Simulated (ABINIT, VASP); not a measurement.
This is a calculation of AlSn for VASP 6.6.1. Atoms were shifted at random by some hundredths of an Å from the given cell, which wasn't relaxed again for these runs. The cell comes from a database or a generator and needn't be the stable form of this composition.

File INCAR:

```
SYSTEM = AlSn
ALGO     = Normal         ! electronic algorithm
EDIFF    = 1E-7           ! SCF threshold, eV
ENCUT    = 520            ! plane-wave cutoff, eV
GGA      = PS             ! functional
ISIF     = 2              ! what is computed and relaxed
ISMEAR   = -1             ! smearing method
LASPH    = .True.         ! aspherical terms in the spheres
LCHARG   = .True.         ! write CHGCAR
LELF     = .True.         ! ELF
LREAL    = .False.        ! projectors in reciprocal space
LVHAR    = .True.       
LWAVE    = .False.        ! write WAVECAR
NBANDS   = 16             ! bands
NELM     = 80             ! most SCF steps
PREC     = Accurate       ! precision mode
SIGMA    = 0.05           ! smearing width, eV
```

The input KPOINTS:

```
k-points
0
Gamma
  7 7 8
  0 0 0
```

Contents of POSCAR:

```
AlSn
1.0
    4.1981056157      0.0000000000      0.0000000000
   -2.0990528078      3.6356661109      0.0000000000
    0.0000000000      0.0000000000      3.3068470000
Sn Al
1 1
Direct
    0.3314630000      0.6605900000      0.4958650000
    0.0056420000      0.0042750000     -0.0054530000
```

Potentials or basis: VASP PAW PBE potentials, release 64 (Sn_d, Al).

Run with:

```sh
$ cat potpaw_PBE.64/Sn_d/POTCAR potpaw_PBE.64/Al/POTCAR > POTCAR
$ mpirun -np 1 vasp_std > vasp.out
```

Question: Translate it to ABINIT 10.8.3 (patched build). Potentials or basis there: PseudoDojo NC SR PBEsol v0.4.1 standard, cutoff 980 eV.

Answer: As run (cutoffs and basis follow the program's own potentials, and thresholds, step limits or extra output files can differ):

File run.abi:

```
# Pseudopotentials
pp_dirpath "./"
pseudos "Sn.upf, Al.upf"

# Structure
acell 3*1.0 Angstrom
rprim
     4.1981056157     0.0000000000     0.0000000000
    -2.0990528078     3.6356661109     0.0000000000
     0.0000000000     0.0000000000     3.3068470000
ntypat 2
znucl 50 13
natom 2
typat 1 2
xred
     0.3314630000     0.6605900000     0.4958650000
     0.0056420000     0.0042750000    -0.0054530000
chkprim 0
chksymtnons 0
tolsym 1.0e-6

# Plane-wave basis
ecut 36.0

# k points
kptopt 1
ngkpt 7 7 8
nshiftk 1
shiftk 0.0 0.0 0.0

# Exchange and correlation
ixc -116133

# Bands and occupations
nband 13
occopt 3
tsmear 0.05 eV

# SCF cycle
nstep 100
tolvrs 1.0e-10

# Output
iomode 3
prtwf 0
prtden 0
prteig 0
prtebands 0
```

Potentials or basis: PseudoDojo NC SR PBEsol v0.4.1 standard.

The run is started by

```sh
$ abinit run.abi > log 2>&1
```

Both were run:

|  | VASP | ABINIT |
| --- | --- | --- |
| Pressure | -1.8 GPa | -1.8 GPa |
| Largest force | 0.143 eV/Å | 0.144 eV/Å |

VASP's potentials were made for PBE.

Pressure is positive in compression.
